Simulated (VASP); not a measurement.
All values below come from revTPSS meta-GGA, VASP's PBE PAW potentials (set 64) (plane waves; VASP 6.6.1).

A VASP calculation is set up with these files.

KPOINTS:
```
Automatic mesh
0
Gamma
12 12 7
0 0 0
```

### POSCAR
```
Ho
1.0
  1.7424146822  -3.0179508096   0.0000000000
  1.7424146822   3.0179508096   0.0000000000
  0.0000000000   0.0000000000   5.3653620539
Ho
2
Cart
  1.7424146822   1.0059856152   1.3413405135
  1.7424146822  -1.0059856152   4.0240215404
```

INCAR:
```
! general
SYSTEM  = Ho
PREC    = Accurate
ENCUT   = 520   ! plane-wave cut-off (eV)
LREAL   = .False.   ! projection in real space or not
LASPH   = .True.   ! aspherical one-centre terms

! electronic loop
EDIFF   = 1E-7   ! SCF stop (eV)
NELM    = 100   ! most electronic steps
ALGO    = Normal   ! blocked Davidson
LMAXMIX = 6   ! l cut-off of mixed one-centre charges
LMIXTAU = .True.

! smearing
ISMEAR  = 1   ! Methfessel-Paxton
SIGMA   = 0.1

! functional
METAGGA = RTPSS

! ions
IBRION  = 2   ! conjugate gradients
NSW     = 30   ! most ionic steps
ISIF    = 4   ! ions and shape, fixed volume
EDIFFG  = -0.01   ! ionic stop

! output
LWAVE   = .False.
LCHARG  = .False.
```

POTCAR, in this order: Ho_3 (PBE.64 set). Program: vasp_std.

The 4f electrons are frozen in the core of the lanthanide potential, so 4f levels, which can set the real gap, and their magnetism are missing.

Problem. What does the run give for the energy per atom (σ→0), band gap (on the k-mesh)?

Solution. 
```
Property                                                     Value
------------------------  ----------------------------------------
energy per atom (σ→0)                               28.366 eV/atom
band gap (on the k-mesh)  none (metal, semimetal or under 0.01 eV)
```

OSZICAR:
```
...
DAV:   3     0.567320250633E+02    0.47883E-03   -0.11035E-03  3167   0.288E-01    0.104E-01
DAV:   4     0.567321446221E+02    0.11956E-03   -0.16664E-04  3183   0.137E-01    0.184E-02
DAV:   5     0.567320524939E+02   -0.92128E-04   -0.11469E-04  2841   0.121E-01    0.205E-02
DAV:   6     0.567320301573E+02   -0.22337E-04   -0.92876E-06  2791   0.324E-02    0.295E-03
DAV:   7     0.567320304425E+02    0.28523E-06   -0.62371E-07  3152   0.869E-03    0.218E-03
DAV:   8     0.567320299118E+02   -0.53075E-06   -0.19588E-07  1802   0.497E-03    0.103E-03
DAV:   9     0.567320298525E+02   -0.59289E-07   -0.28264E-08  1258   0.383E-03
   3 F= 0.56732030E+02 E0= 0.56732145E+02  d E =-.340865E-02
```

The compound is Ho in the hcp structure. This cell is one point of a volume scan, at 0.94 of the reference volume. Symmetry was kept, so distortions that lower it aren't found.
